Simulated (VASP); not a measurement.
MoH6:

```
CELL_PARAMETERS angstrom
2.41988 1.39712 2.37400
-2.41988 1.39712 2.37400
0.00000 -2.79423 2.37400
ATOMIC_POSITIONS crystal
H 0.67545 0.26547 0.26547
H 0.26547 0.67545 0.26547
H 0.26547 0.26547 0.67545
H 0.55884 0.97121 0.97121
H 0.97121 0.97121 0.55884
H 0.97121 0.55884 0.97121
Mo 0.02921 0.02921 0.02921
```

The cell was built by a generator and needn't be a form met in nature.

```yaml
Program: VASP 6.6.1
Task: relaxation of cell and atoms
Functional: PBE
Potentials_or_basis: VASP PAW PBE potentials, release 64 (H, Mo_sv)
Cutoff: 520 eV
k_mesh: 8 × 8 × 8
Occupations: gaussian, width 0.03 eV
Spin: no spin polarisation
```

At the start: pressure -1.9 GPa; volume 6.88 Å³/atom.

How do energy, volume and symmetry change on relaxing?

Over 42 steps the energy falls by 31.5 meV/atom and the volume is 5.67 Å³/atom (-17.6 %); space group R3m (No. 160, to 0.05 Å).

Step by step:
```csv
step,energy change (eV),largest force (eV/Å),pressure (GPa),volume (Å³)
1,0.0000,0.0952,-1.88,48.16
3,-0.0059,0.0937,0.05,47.44
5,-0.0175,0.3004,0.63,46.59
7,-0.0230,0.8287,1.72,45.29
9,-0.0286,0.7957,1.76,45.01
11,-0.0503,0.7322,1.98,43.87
13,-0.1076,1.4846,4.58,39.24
15,-0.1417,0.5772,3.18,38.14
17,-0.1698,0.2420,1.19,38.95
19,-0.1771,0.2012,0.56,39.36
21,-0.1975,0.4404,0.94,40.35
23,-0.2051,0.0975,-0.21,40.89
25,-0.2087,0.0761,-0.17,40.96
27,-0.2115,0.1559,-0.25,41.06
29,-0.2131,0.0600,-0.66,41.04
31,-0.2179,0.0934,-0.58,40.55
33,-0.2189,0.1661,-0.45,40.22
35,-0.2199,0.0357,-0.44,39.99
37,-0.2201,0.0216,-0.23,39.92
39,-0.2203,0.0250,0.12,39.76
41,-0.2205,0.0172,0.03,39.68
42,-0.2205,0.0084,0.03,39.68
```

Final structure:
```
H Mo
1.0
     2.50731    1.44760    1.82196
    -2.50731    1.44760    1.82196
     0.00000   -2.89519    1.82196
H Mo
6 1
Direct
  0.68828 0.28759 0.28759
  0.28759 0.68828 0.28759
  0.28759 0.28759 0.68828
  0.58899 0.90721 0.90721
  0.90721 0.90721 0.58899
  0.90721 0.58899 0.90721
  0.07000 0.07000 0.07000
```

Caveat: the volume moved by over 15 % at a fixed basis, so the end points are rough.
